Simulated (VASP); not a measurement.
```xyz
6
Lattice="-2.5255 4.7099 2.5653 2.5255 -4.7099 2.5653 2.5255 4.7099 -2.5653" Properties=species:S:1:pos:R:3 pbc="T T T"
Be     0.0000     0.0000     1.2826
Be     0.0000     0.0000     3.8479
Cl     1.4368     5.8000     0.0000
Cl     1.0887    -1.0901     2.5653
Cl     1.4368     3.6198     2.5653
Cl     1.0887     1.0901     0.0000
```

All values below come from LDA (Ceperley-Alder, Perdew-Zunger), VASP's LDA PAW potentials (set 64) (plane waves; VASP 6.6.1). Run with 400 eV cut-off, Gaussian smearing of 0.050 eV, potentials Be Cl.

Question: Give the energies of bands 6 to 19 at the high-symmetry points, in eV from the valence-band maximum.

Answer: 
| band | Γ | X | F0 | Λ0 | R | W | S | T |
|---|---|---|---|---|---|---|---|---|
| 6 | -3.74 | -3.77 | -3.77 | -3.73 | -4.27 | -4.15 | -3.95 | -3.72 |
| 7 | -3.63 | -3.33 | -3.63 | -3.19 | -3.35 | -3.58 | -3.11 | -3.56 |
| 8 | -2.80 | -2.18 | -2.42 | -3.06 | -3.35 | -3.58 | -3.11 | -2.71 |
| 9 | -2.34 | -2.10 | -2.26 | -2.79 | -2.07 | -1.94 | -2.25 | -2.41 |
| 10 | -2.19 | -1.77 | -1.98 | -1.98 | -2.07 | -1.94 | -2.25 | -2.22 |
| 11 | -2.03 | -1.76 | -1.93 | -1.42 | -1.34 | -1.25 | -1.58 | -1.92 |
| 12 | -1.87 | -1.63 | -1.83 | -1.32 | -1.34 | -1.25 | -1.58 | -1.48 |
| 13 | -0.62 | -1.41 | -1.19 | -1.05 | -0.57 | -0.51 | -0.93 | -1.00 |
| 14 | -0.55 | -0.96 | -1.02 | -0.88 | -0.57 | -0.51 | -0.93 | -0.93 |
| 15 | -0.21 | -0.68 | -0.47 | -0.53 | -0.33 | -0.51 | -0.34 | -0.56 |
| 16 | -0.18 | -0.35 | -0.04 | -0.35 | -0.33 | -0.51 | -0.34 | -0.04 |
| 17 | 6.02 | 6.26 | 6.83 | 6.77 | 7.42 | 7.68 | 7.42 | 7.56 |
| 18 | 6.39 | 6.83 | 7.63 | 7.44 | 7.42 | 7.68 | 7.42 | 7.91 |
| 19 | 8.05 | 7.31 | 8.11 | 7.89 | 8.06 | 7.88 | 8.61 | 7.95 |

The gap is indirect, 6.02 eV, from the valence maximum at Σ0-Γ at 0.14 to the conduction minimum at Γ.

The structure comes from a computed database's BeCl2 entry (Ibam), a phase known from measurement. It was relaxed first, which changed the volume by -13 %.
